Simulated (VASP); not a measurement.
An input for Quantum ESPRESSO's pw.x (written as the equivalent of a VASP run, and not itself run):

```
&CONTROL
  calculation = 'scf'
  pseudo_dir = './pseudo'
  outdir = './out'
  tprnfor = .true.
  tstress = .true.
/
&SYSTEM
  ibrav = 0
  nat = 2
  ntyp = 2
  ecutwfc = 102
  occupations = 'tetrahedra'
  input_dft = 'vdw-df-obk8'
/
&ELECTRONS
  conv_thr = 7.3e-09
  electron_maxstep = 100
/
ATOMIC_SPECIES
  Cd 112.414 Cd.upf
  Te 127.600 Te.upf
CELL_PARAMETERS angstrom
     0.0000000    3.2980686    3.2980686
     3.2980686    0.0000000    3.2980686
     3.2980686    3.2980686    0.0000000
ATOMIC_POSITIONS crystal
  Cd   0.0000000  0.0000000  0.0000000
  Te   0.2500000  0.2500000  0.2500000
K_POINTS automatic
  8 8 8 0 0 0
```

Task: Translate this input to VASP (INCAR, KPOINTS, POSCAR, choice of POTCAR).

Result: Several could match; the one computed here: 
### KPOINTS
```
Automatic mesh
0
G
8 8 8
```

POSCAR:
```
CdTe
1
    0.0000000000     3.2980686129     3.2980686129
    3.2980686129     0.0000000000     3.2980686129
    3.2980686129     3.2980686129     0.0000000000
Cd Te
1 1
Direct
  0.0000000000   0.0000000000   0.0000000000
  0.2500000000   0.2500000000   0.2500000000
```

**INCAR**
```
SYSTEM=CdTe
PREC=Accurate; ENCUT=520; LREAL=F
LASPH=T
EDIFF=1E-7; NELM=100; ALGO=Normal
LMAXMIX=4
ISMEAR=-5
GGA=BO; LUSE_VDW=T; AGGAC=0.0
PARAM1=0.1833333333; PARAM2=0.22
ISIF=2
LWAVE=F; LCHARG=T; LORBIT=11
NEDOS=601
```

POTCAR, in this order: Cd Te (PBE.64 set). Program: vasp_std.

What does not carry over: the potentials are each code's own (VASP's PAW set, PseudoDojo norm-conserving files in pw.x), so ENCUT and ecutwfc are chosen apart and not converted; conv_thr bounds pw.x's estimated SCF error, while EDIFF bounds the energy change between steps.

The compound is CdTe in the zinc blende structure. It was relaxed first, which changed the volume by +5 %.
